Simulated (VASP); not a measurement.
Calculation: PBE GGA, VASP's PBE PAW potentials (set 64) (plane waves; VASP).

VASP ran on this input.

**INCAR**
```
SYSTEM = Pb
PREC = Accurate
ENCUT = 520
EDIFF = 1E-6
NELM = 100
ALGO = Normal
LREAL = .FALSE.
LASPH = .TRUE.
ISMEAR = 1
SIGMA = 0.1
GGA = PE
LMAXMIX = 4
LWAVE = .FALSE.
LCHARG = .FALSE.
IBRION = 2
ISIF = 3
NSW = 60
EDIFFG = -0.01
```

**KPOINTS**
```
K-points
0
gamma
11 11 11
```

POSCAR:
```
Pb
1
    0.0000000000     2.5136416318     2.5136416318
    2.5136416318    -0.0000000000     2.5136416318
    2.5136416318     2.5136416318    -0.0000000000
Pb
1
Direct
  0.0000000000   0.0000000000   0.0000000000
```

POTCAR, in this order: Pb_d (PBE.64 set). Program: vasp_std.

The run wrote:

**OUTCAR**
```
 ion  position               nearest neighbor table
   1  0.000  0.000  0.000-
  LATTYP: Found a face centered cubic cell.
 ALAT       =     5.0272832636
 Subroutine PRICEL returns:
 Original cell was already a primitive cell.
 Subroutine GETGRP returns: Found 48 space group operations
The static configuration has the point symmetry O_h .
The dynamic configuration has the point symmetry O_h .
 Subroutine INISYM returns: Found 48 space group operations
 Subroutine IBZKPT returns following result:
 Found     56 irreducible k-points:

 Following reciprocal coordinates:
            Coordinates               Weight
  0.000000  0.000000  0.000000      1.000000
  0.090909  0.000000  0.000000      8.000000
  0.181818  0.000000  0.000000      8.000000
  0.272727  0.000000  0.000000      8.000000
  0.363636  0.000000  0.000000      8.000000
  0.454545  0.000000  0.000000      8.000000
  0.090909  0.090909  0.000000      6.000000
  0.181818  0.090909  0.000000     24.000000
  0.272727  0.090909  0.000000     24.000000
  0.363636  0.090909  0.000000     24.000000
  0.454545  0.090909  0.000000     24.000000
 -0.454545  0.090909  0.000000     24.000000
 -0.363636  0.090909  0.000000     24.000000
 -0.272727  0.090909  0.000000     24.000000
 -0.181818  0.090909  0.000000     24.000000
 -0.090909  0.090909  0.000000     12.000000
  0.181818  0.181818  0.000000      6.000000
  0.272727  0.181818  0.000000     24.000000
  0.363636  0.181818  0.000000     24.000000
  0.454545  0.181818  0.000000     24.000000
 -0.454545  0.181818  0.000000     24.000000
 -0.363636  0.181818  0.000000     24.000000
 -0.272727  0.181818  0.000000     24.000000
 -0.181818  0.181818  0.000000     12.000000
  0.272727  0.272727  0.000000      6.000000
  0.363636  0.272727  0.000000     24.000000
  0.454545  0.272727  0.000000     24.000000
 -0.454545  0.272727  0.000000     24.000000
 -0.363636  0.272727  0.000000     24.000000
 -0.272727  0.272727  0.000000     12.000000
  0.363636  0.363636  0.000000      6.000000
  0.454545  0.363636  0.000000     24.000000
 -0.454545  0.363636  0.000000     24.000000
 -0.363636  0.363636  0.000000     12.000000
  0.454545  0.454545  0.000000      6.000000
 -0.454545  0.454545  0.000000     12.000000
  0.272727  0.181818  0.090909     24.000000
  0.363636  0.181818  0.090909     48.000000
  0.454545  0.181818  0.090909     48.000000
 -0.454545  0.181818  0.090909     48.000000
   k-points           NKPTS =     56   k-points in BZ     NKDIM =     56   number of bands    NBANDS=     11
   number of dos      NEDOS =    301   number of ions     NIONS =      1
   total plane-waves  NPLWV =  21952
   dimension x,y,z NGX =    28 NGY =   28 NGZ =   28
   dimension x,y,z NGXF=    56 NGYF=   56 NGZF=   56
   ions per type =               1
   PREC   = accura    normal or accurate (medium, high low for compatibility)
   ISTART =      0    job   : 0-new  1-cont  2-samecut
   ICHARG =      2    charge: 1-file 2-atom 10-const
   ISPIN  =      1    spin polarized calculation?
   LNONCOLLINEAR =      F non collinear calculations
   LSORBIT =      F    spin-orbit coupling
   INIWAV =      1    electr: 0-lowe 1-rand  2-diag
   ENCUT  =  520.0 eV  38.22 Ry    6.18 a.u.   6.61  6.61  6.61*2*pi/ulx,y,z
   NELM   =    100;   NELMIN=  2; NELMDL= -5     # of ELM steps
   EDIFF  = 0.1E-05   stopping-criterion for ELM
   LREAL  =      F    real-space projection
   NLSPLINE    = F    spline interpolate recip. space projectors
   LMAXMIX     =    4 max onsite mixed and CHGCAR
   VOSKOWN=      0    Vosko Wilk Nusair interpolation
...
```

### OSZICAR
```
       N       E                     dE             d eps       ncg     rms          rms(c)
DAV:   1     0.102247536103E+03    0.10225E+03   -0.74017E+03  1238   0.148E+03
DAV:   2     0.117352829366E+01   -0.10107E+03   -0.99432E+02  1256   0.330E+02
DAV:   3    -0.346250380504E+01   -0.46360E+01   -0.45998E+01  1501   0.811E+01
DAV:   4    -0.357091216436E+01   -0.10841E+00   -0.10838E+00  1482   0.135E+01
DAV:   5    -0.357610762043E+01   -0.51955E-02   -0.51954E-02  1572   0.266E+00    0.493E-01
DAV:   6    -0.356773183013E+01    0.83758E-02   -0.14692E-02  1517   0.227E+00    0.253E-01
DAV:   7    -0.356592665261E+01    0.18052E-02   -0.64804E-03  1466   0.143E+00    0.920E-02
DAV:   8    -0.356592202564E+01    0.46270E-05   -0.40298E-04  1418   0.381E-01    0.103E-02
DAV:   9    -0.356592016389E+01    0.18618E-05   -0.10846E-05  1588   0.610E-02    0.486E-03
DAV:  10    -0.356591954595E+01    0.61793E-06   -0.11316E-06  1022   0.112E-02
   1 F= -.35659195E+01 E0= -.35659334E+01  d E =-.356592E+01
```

OUTCAR:
```
------------------------ aborting loop because EDIFF is reached ----------------------------------------
  FORCE on cell =-STRESS in cart. coord.  units (eV):
  Direction    XX          YY          ZZ          XY          YZ          ZX
  --------------------------------------------------------------------------------------
  Total       -0.0012631     -0.0012631     -0.0012631     -0.0000000      0.0000000      0.0000000
  in kB       -0.0637110     -0.0637110     -0.0637110     -0.0000000      0.0000000      0.0000000
  external PRESSURE =      -0.0637110 kB  Pullay stress =       0.0000000 kB
  volume of cell :       31.76
      direct lattice vectors                 reciprocal lattice vectors
     0.000000000  2.513641632  2.513641632    -0.198914592  0.198914592  0.198914592
     2.513641632  0.000000000  2.513641632     0.198914592 -0.198914592  0.198914592
     2.513641632  2.513641632  0.000000000     0.198914592  0.198914592 -0.198914592
 POSITION                                       TOTAL-FORCE (eV/Angst)
 -----------------------------------------------------------------------------------
      0.00000      0.00000      0.00000         0.000000      0.000000      0.000000
 -----------------------------------------------------------------------------------
    total drift:                               -0.000000     -0.000000     -0.000000
  FREE ENERGIE OF THE ION-ELECTRON SYSTEM (eV)
  ---------------------------------------------------
  free  energy   TOTEN  =        -3.5659195460 eV

  energy  without entropy=       -3.5659609958  energy(sigma->0) =       -3.56593336

 reached required accuracy - stopping structural energy minimisation
```
(Selected blocks of OUTCAR.)

The compound is Pb in the fcc structure. It was relaxed first. The start is the result of an earlier pass.
